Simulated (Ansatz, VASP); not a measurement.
# SnTeS in two plane-wave programs

One calculation is typed for both programs; each brings its own data sets. How far apart do they land? The cell is invented: As first built, before any earlier steps moved the atoms (in the runner's words): Te for half of the S in the SnS2 structure of space group P6_3mc. It may not be a known or stable phase. The two relaxations start from unlike cells of this crystal (the structure described is Ansatz's start), so only their ends are compared.

Calculated with Ansatz 0.2.0; plane waves, with VASP 6.6.1 beside it; relaxation of cell and atoms at PBE.

### Step 1. Starting point

Symmetry: P3m1, No. 156, trigonal system. Conventional cell: a = 3.879 Å, b = 3.879 Å, c = 13.020 Å, α = 90.00°, β = 90.00°, γ = 120.00°. Sn has 3 S at 2.72 Å and 3 Te at 2.72 Å nearest. Nearest to Sn lie 3 Te at 2.72 Å and 3 S at 2.72 Å. Nearest to S lie 3 Sn at 2.72 Å. Nearest to Te lie 3 Sn at 2.72 Å. Te has 3 Sn at 2.72 Å nearest. It derives from SnS2. As first built, before any earlier steps moved the atoms (in the runner's words): Te for half of the S in the SnS2 structure of space group P6_3mc. Farther neighbours and most contacts between anions are not listed.

### Step 2. VASP: relaxation of cell and atoms, PBE

The relaxed volume is the usual yardstick between codes: in a stiff, nearly cubic crystal its relative difference is about their pressure difference at one cell divided by the bulk modulus.

Lines of VASP's logs that name or quote its potential files are left out, and so is its time.

The input, INCAR:

```
SYSTEM = SnTeS
PREC = Accurate
ENCUT = 500
EDIFF = 1E-07
NELM = 120
ISMEAR = 0
SIGMA = 0.03
LREAL = .FALSE.
ALGO = Normal
GGA = PE
NBANDS = 32
LORBIT = 11
LWAVE = .FALSE.
LCHARG = .FALSE.
ISIF = 3
IBRION = 2
NSW = 80
EDIFFG = -0.005
LASPH = .TRUE.
GGA_COMPAT = .FALSE.
NELMIN = 4
KPAR = 2
```

The input, POSCAR:

```
SnTeS
1.0
    3.8925914953     -0.0000000003      0.0000000000
   -1.9462962497      3.3710830099      0.0000000000
    0.0000000000      0.0000000000     14.3673142097
Sn S Te
2 2 2
Direct
    0.3333334689      0.6666667659      0.6399830732
    0.6666667889      0.3333332341      0.1100574422
    0.6666667889      0.3333332341      0.7387363516
    0.0000000000      0.0000000000      0.0112156235
    0.3333334689      0.6666667659      0.2428387686
    0.0000000000      0.0000000000      0.5071727731
```

The input, KPOINTS:

```
Automatic mesh
0
Gamma
6 6 2
0 0 0
```

Potentials, in the order of the species: Sn_d, S and Te (PBE family, release 64).

On the command line:

```
mpirun -np 2 vasp_std
```

Numbers of over 12 decimals in the logs are rounded to 6 here.

Log:

```text
[banner, memory and clock lines left out]
running    2 mpi-ranks, on    1 nodes
 distrk:  each k-point on    1 cores,    2 groups
 distr:  one band on    1 cores,    1 groups

 POSCAR found type information on POSCAR SnS Te
 POSCAR found :  3 types and       6 ions
 LDA part: xc-table for (Slater+PW92), standard interpolation
 POSCAR, INCAR and KPOINTS ok, starting setup
 FFT: planning ... GRIDC
 FFT: planning ... GRID_SOFT
 FFT: planning ... GRID
 WAVECAR not read
 entering main loop
       N       E                     dE             d eps       ncg     rms          rms(c)
DAV:   1     0.459839901402E+03    0.45984E+03   -0.22739E+04   896   0.170E+03
DAV:   2     0.439653051899E+02   -0.41587E+03   -0.40565E+03   928   0.439E+02
DAV:   3    -0.201936229527E+02   -0.64159E+02   -0.63017E+02  1120   0.160E+02
DAV:   4    -0.236310615281E+02   -0.34374E+01   -0.34123E+01  1064   0.392E+01
DAV:   5    -0.237540447354E+02   -0.12298E+00   -0.12287E+00  1328   0.756E+00    0.102E+01
DAV:   6    -0.231174629804E+02    0.63658E+00   -0.13970E+00  1216   0.946E+00    0.663E+00
DAV:   7    -0.231159578158E+02    0.15052E-02   -0.85005E-01  1128   0.455E+00    0.309E+00
DAV:   8    -0.231133070117E+02    0.26508E-02   -0.12552E-01  1056   0.173E+00    0.479E-01
DAV:   9    -0.231087576138E+02    0.45494E-02   -0.19053E-02  1280   0.968E-01    0.344E-01
DAV:  10    -0.231088488037E+02   -0.91190E-04   -0.69439E-03  1128   0.336E-01    0.332E-01
DAV:  11    -0.231088939110E+02   -0.45107E-04   -0.25976E-03  1128   0.176E-01    0.264E-01
DAV:  12    -0.231089199294E+02   -0.26018E-04   -0.11887E-03  1232   0.164E-01    0.136E-01
DAV:  13    -0.231088993583E+02    0.20571E-04   -0.43672E-04  1064   0.120E-01    0.712E-02
DAV:  14    -0.231089021430E+02   -0.27846E-05   -0.42711E-05  1264   0.321E-02    0.368E-02
DAV:  15    -0.231089020130E+02    0.12998E-06   -0.34323E-06  1128   0.990E-03    0.213E-02
DAV:  16    -0.231089034590E+02   -0.14460E-05   -0.30546E-06  1088   0.828E-03    0.445E-03
DAV:  17    -0.231089034144E+02    0.44531E-07   -0.34124E-07  1000   0.336E-03
   1 F= -.23108903E+02 E0= -.23107625E+02  d E =-.231089E+02
[...]
2 F= -.23108912E+02 E0= -.23107633E+02  d E =-.875229E-05
[...]
3 F= -.23108912E+02 E0= -.23107634E+02  d E =-.880955E-05
 curvature:  -0.41 expect dE=-0.214E-05 dE for cont linesearch -0.409E-08
 trial: gam= 0.35293 g(F)=  0.362E-05 g(S)=  0.160E-05 ort =-0.398E-06 (trialstep = 0.989E+00)
 search vector abs. value=  0.692E-05
 bond charge predicted
       N       E                     dE             d eps       ncg     rms          rms(c)
DAV:   1    -0.231089181681E+02   -0.58856E-05   -0.59036E-04   944   0.119E-01    0.161E-02
DAV:   2    -0.231089177827E+02    0.38543E-06   -0.36110E-05  1224   0.520E-02    0.768E-03
DAV:   3    -0.231089166436E+02    0.11391E-05   -0.17756E-06  1280   0.108E-02    0.494E-03
DAV:   4    -0.231089161037E+02    0.53991E-06   -0.10966E-06  1088   0.918E-03    0.185E-03
DAV:   5    -0.231089161216E+02   -0.17917E-07   -0.46917E-07   880   0.424E-03
   4 F= -.23108916E+02 E0= -.23107637E+02  d E =-.389760E-05
 trial-energy change:   -0.000004  1 .order   -0.000004   -0.000005   -0.000004
 step:   3.8315(harm=  3.8315)  dis= 0.00156  next Energy=   -23.108922 (dE=-0.973E-05)
 reached required accuracy - stopping structural energy minimisation
```

Parts of OUTCAR (step 2):

```text
ion  position               nearest neighbor table
   1  0.333  0.667  0.640-   3 2.66   3 2.66   3 2.66   6 2.95   6 2.95   6 2.95
   2  0.667  0.333  0.110-   4 2.66   4 2.66   4 2.66   5 2.95   5 2.95   5 2.95
   3  0.667  0.333  0.739-   1 2.66   1 2.66   1 2.66
   4  0.000  0.000  0.011-   2 2.66   2 2.66   2 2.66
   5  0.333  0.667  0.243-   2 2.95   2 2.95   2 2.95
   6  0.000  0.000  0.507-   1 2.95   1 2.95   1 2.95

  LATTYP: Found a hexagonal cell.
 ALAT       =     3.8925914953
 C/A-ratio  =     3.6909380877

 Subroutine GETGRP returns: Found  6 space group operations
 (whereof  6 operations were pure point group operations)

The static configuration has the point symmetry C_3v.

 Found     14 irreducible k-points:

   k-points           NKPTS =     14   k-points in BZ     NKDIM =     14   number of bands    NBANDS=     32

   dimension x,y,z NGX =    28 NGY =   28 NGZ =  108
   dimension x,y,z NGXF=    56 NGYF=   56 NGZF=  216

   ENCUT  =  500.0 eV  36.75 Ry    6.06 a.u.   7.10  7.10 26.19*2*pi/ulx,y,z

   NELECT =      52.0000    total number of electrons

 k-points in reciprocal lattice and weights: Automatic mesh
   0.00000000  0.00000000  0.00000000       0.014
   0.16666667 -0.00000000  0.00000000       0.083
   0.33333333 -0.00000000  0.00000000       0.083
   0.50000000 -0.00000000  0.00000000       0.042
   0.16666667  0.16666667  0.00000000       0.083
   0.33333333  0.16666667  0.00000000       0.167
   0.33333333  0.33333333  0.00000000       0.028
   0.00000000  0.00000000  0.50000000       0.014
   0.16666667 -0.00000000  0.50000000       0.083
[...]
0.33333333  0.16666667  0.50000000       0.167
   0.33333333  0.33333333  0.50000000       0.028

 average (electrostatic) potential at core
       1-102.9843       2-102.9877       3 -87.1440       4 -87.1500       5 -89.6721
       6 -89.6681

 E-fermi :   4.4550

 k-point     1 :       0.0000    0.0000    0.0000
  band No.  band energies     occupation
    ...
     18       2.5615      2.00000
     19       2.5615      2.00000
     20       2.5799      2.00000
     21       2.5799      2.00000
     22       3.0346      2.00000
     23       4.5703      0.00000
     24       4.6493      0.00000
     25       4.6493      0.00000
     26       4.7173      0.00000
     27       4.7173      0.00000
    ...

 k-point     2 :       0.1667   -0.0000    0.0000
  band No.  band energies     occupation
    ...
     22       2.8367      2.00000
     23       2.9747      2.00000
     24       3.3621      2.00000
     25       4.3412      2.00000
     26       4.4480      1.25824
     27       5.4829      0.00000
     28       5.6571      0.00000
     29       7.3122      0.00000
     30       7.6835      0.00000
     31       8.5412      0.00000
    ...

 k-point     3 :       0.3333   -0.0000    0.0000
  band No.  band energies     occupation
    ...
     22       1.7042      2.00000
     23       2.6416      2.00000
     24       3.2375      2.00000
     25       3.8733      2.00000
     26       4.0135      2.00000
     27       4.6303      0.00000
     28       4.8503      0.00000
     29       7.4453      0.00000
     30       7.9719      0.00000
     31       8.6407      0.00000
    ...

  Total        0.0054800      0.0054800     -0.0026566     -0.0000000     -0.0000000      0.0000000
  in kB        0.0465902      0.0465902     -0.0225859     -0.0000000     -0.0000000      0.0000000
  external PRESSURE =       0.0235315 kB  Pullay stress =       0.0000000 kB

  energy-cutoff  :      500.00
  volume of cell :      188.45
      direct lattice vectors                 reciprocal lattice vectors
     3.892488926 -0.000000000 -0.000000000     0.256905034  0.148324234 -0.000000000
    -1.946244965  3.370994182 -0.000000000     0.000000000  0.296648391 -0.000000000
     0.000000000  0.000000000 14.361824250     0.000000000  0.000000000  0.069629038

 POSITION                                       TOTAL-FORCE (eV/Angst)
 -----------------------------------------------------------------------------------
     -0.00000      2.24733      9.19122         0.000000     -0.000000      0.003335
      1.94624      1.12366      1.58025        -0.000000      0.000000     -0.001121
      1.94624      1.12366     10.61023        -0.000000     -0.000000      0.004699
      1.94624      3.37099      0.16117         0.000000      0.000000     -0.004746
     -0.00000      2.24733      3.48738         0.000000      0.000000      0.001010
      1.94624      3.37099      7.28390         0.000000      0.000000     -0.003177
 -----------------------------------------------------------------------------------
    total drift:                               -0.000921      0.000079     -0.000074

  FREE ENERGIE OF THE ION-ELECTRON SYSTEM (eV)
  ---------------------------------------------------
  free  energy   TOTEN  =       -23.1089161216 eV

  energy  without entropy=      -23.1063588051  energy(sigma->0) =      -23.10763746

 reached required accuracy - stopping structural energy minimisation

 total charge
# of ion       s       p       d       tot
------------------------------------------
    1        1.104   0.949  10.072  12.124
    2        1.104   0.949  10.072  12.124
    3        1.365   2.290   0.000   3.655
    4        1.365   2.289   0.000   3.655
    5        1.401   1.940   0.028   3.369
    6        1.401   1.939   0.028   3.369
--------------------------------------------------
tot          7.742  10.356  20.199  38.296

[... 3 further parts left out ...]
```

CONTCAR:

```
SnTeS
   1.00000000000000
     3.8924889262466911   -0.0000000002846994   -0.0000000000000000
    -1.9462449651468730    3.3709941824953784   -0.0000000000000000
     0.0000000000000000    0.0000000000000000   14.3618242495295867
  Sn              S               Te
     2     2     2
Direct
     0.3333334689000012    0.6666667658999970    0.6399756163139557
     0.6666667889000024    0.3333332341000030    0.1100315908778436
     0.6666667889000024    0.3333332341000030    0.7387798982492745
     1.0000000000000000    1.0000000000000000    0.0112224093521386
     0.3333334689000012    0.6666667658999970    0.2428232280660630
     1.0000000000000000    1.0000000000000000    0.5071712893407275
```

The k-mesh is coarse for a metal. The run keeps the 6 symmetry operations of its start, so it cannot find a distortion of lower symmetry.

[end of part 1 of 2]

[Lines on the potential files, build, host, timing and source positions are cut from VASP's logs without a mark.]

[Logs are printed without paths, hosts, clocks, repeated set-up lines and the standing remarks that a program may print on its own settings, such as how far it seeks lower states.]

[Hosts, paths, dates, database ids (printed as entryN), source tags and the programs' standing remarks are cut or masked in the printed files.]
